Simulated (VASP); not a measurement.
Energy against volume of Ir (fcc). Method: SCAN meta-GGA, VASP's PBE PAW potentials (set 64) (plane waves; VASP). Run with 520 eV cut-off, 16×16×16 Γ-centred mesh, first-order Methfessel-Paxton smearing of 0.10 eV, potentials Ir.

| V (Å³/atom) | E (eV/atom) |
|---|---|
| 13.173 | -71.25104 |
| 13.581 | -71.26918 |
| 13.988 | -71.25618 |
| 14.395 | -71.21744 |

Fit these four points and predict the energy of the run at 12.766 Å³/atom.

A cubic in V^(−2/3), the third-order Birch-Murnaghan form, passes through the four points with V0 = 13.60 Å³/atom and B0 = 403 GPa, and gives -71.1954 eV/atom there. The run gave -71.1951 eV/atom, +0.3 meV/atom from the fit; all five points give B0 = 404 GPa.

The compound is Ir in the fcc structure. It was relaxed first.
